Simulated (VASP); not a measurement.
Here is the system:

```
WGe
1.0
    3.11182     0.00000     0.00000
    0.00000     3.11182     0.00000
    0.00000     0.00000     3.11182
W Ge
1 1
Direct
  0.00000   0.00000   0.00000
  0.50000   0.50000   0.50000
```

Method: r2SCAN meta-GGA, VASP's PBE PAW potentials (set 64) (plane waves; VASP). Numerical set-up: 400 eV cut-off, 13×13×13 Γ-centred mesh, tetrahedra with Blöchl corrections, potentials W_sv Ge_d.

Q: Give the energies of bands 10 to 17 at the high-symmetry points, in eV from the Fermi level.

A: 
```
band       Γ       X      M      R
----  ------  ------  -----  -----
10    -13.82  -10.08  -9.77  -6.30
11     -3.62   -8.43  -4.06  -6.30
12     -3.62   -2.77  -4.06  -6.30
13      1.70   -1.99  -3.60  -5.33
14      1.70   -1.99  -0.24   3.69
15      1.70    1.95  -0.24   3.69
16      2.34    3.57   3.60   3.69
17      2.34    7.29   4.20   3.76
```

It has no gap at this level: it comes out as a metal or semimetal.

The structure was generated: GeW was put into the CsCl type (Pm-3m), which need not be its known phase. It was relaxed first, which changed the volume by -8 %.
